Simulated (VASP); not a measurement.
OSZICAR of a VASP run on Nb (bcc):

File OSZICAR:
```
       N       E                     dE             d eps       ncg     rms          rms(c)
DAV:   1     0.953885840581E+02    0.95389E+02   -0.64866E+03  2136   0.107E+03
DAV:   2    -0.696155899343E+01   -0.10235E+03   -0.99206E+02  2316   0.396E+02
DAV:   3    -0.114774119475E+02   -0.45159E+01   -0.43058E+01  3328   0.698E+01
DAV:   4    -0.116572967256E+02   -0.17988E+00   -0.17665E+00  2978   0.119E+01
DAV:   5    -0.116630809619E+02   -0.57842E-02   -0.57802E-02  3276   0.180E+00    0.798E+00
DAV:   6    -0.112916427182E+02    0.37144E+00   -0.70806E-01  3248   0.111E+01    0.287E+00
DAV:   7    -0.112449769283E+02    0.46666E-01   -0.20588E-01  3284   0.574E+00    0.832E-01
DAV:   8    -0.112474191780E+02   -0.24422E-02   -0.10067E-02  2414   0.146E+00    0.423E-02
DAV:   9    -0.112474492540E+02   -0.30076E-04   -0.71275E-04  3598   0.290E-01    0.273E-02
DAV:  10    -0.112474526409E+02   -0.33869E-05   -0.10348E-05  2538   0.414E-02    0.155E-02
DAV:  11    -0.112474491781E+02    0.34628E-05   -0.49628E-06  2466   0.435E-02    0.265E-03
DAV:  12    -0.112474491531E+02    0.24996E-07   -0.12901E-07  3122   0.444E-03    0.444E-04
DAV:  13    -0.112474491415E+02    0.11619E-07   -0.40127E-08  2476   0.333E-03    0.310E-04
DAV:  14    -0.112474491408E+02    0.68940E-09   -0.67056E-10  1270   0.347E-04
   1 F= -.11247449E+02 E0= -.11247589E+02  d E =-.112474E+02
```

Which electronic solver shows in the log?

It is blocked Davidson (ALGO = Normal, or the opening steps of other solvers). The INCAR had ALGO = Normal.

Can the final energy be trusted as converged?

The calculation finished and met its thresholds. It stopped with EDIFF = 1E-8, NELM = 100, NSW = 30 and EDIFFG = -0.001 after 1 ionic step (LDA (Ceperley-Alder, Perdew-Zunger), plane waves, VASP's LDA PAW potentials (set 64)).

The compound is Nb in the bcc structure. It was relaxed first, which changed the volume by -5 %. The start is the result of an earlier pass.
